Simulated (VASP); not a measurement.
Given:

```xyz
4
Lattice="0.0000 3.0318 3.0318 3.0318 0.0000 3.0318 3.0318 3.0318 0.0000" Properties=species:S:1:pos:R:3 pbc="T T T"
Li     1.5159     1.5159     1.5159
Li     0.0000     0.0000     0.0000
Zn     4.5477     4.5477     4.5477
Zn     3.0318     3.0318     3.0318
```

Level of theory: PBEsol GGA, VASP's PBE PAW potentials (set 64) (plane waves; VASP). Run with 400 eV cut-off, 8×8×8 Γ-centred mesh, Gaussian smearing of 0.050 eV, potentials Li_sv Zn.

At this cut-off the stress carries a Pulay error, which pulls relaxed volumes low. Energy and stress use the plane-wave basis of the starting cell.

Task: The ions, cell shape and volume are relaxed. Predict the relaxed structure.

Result: 
```xyz
4
Lattice="0.0000 2.9855 2.9855 2.9855 0.0000 2.9855 2.9855 2.9855 0.0000" Properties=species:S:1:pos:R:3 pbc="T T T"
Li     1.4928     1.4928     1.4928
Li     0.0000     0.0000     0.0000
Zn     4.4783     4.4783     4.4783
Zn     2.9855     2.9855     2.9855
```
Space group Fd-3m (227), at a tolerance of 0.03 Å.

Task: How do energy and volume change from the first to the last step?

Result: The energy (σ→0) changes by -5.6 meV/atom and the volume by -4.5 %, in 3 ionic steps.

```tsv
step	E(σ→0) (eV)	max force (eV/Å)	pressure (GPa)	volume (Å³)
1	-7.9427	0.000	-2.92	55.74
2	-7.9642	0.000	-0.53	53.71
3	-7.9650	0.000	0.06	53.22
```

The structure comes from a computed database's LiZn entry (Fd-3m); how it stands against other phases isn't given here. This run relaxes it. Symmetry was kept, so distortions that lower it aren't found. The run is one of a series of settings (EDIFFG = -0.01, IBRION = 2, ISIF = 3, NSW = 50 against the base run), some of them coarse on purpose.
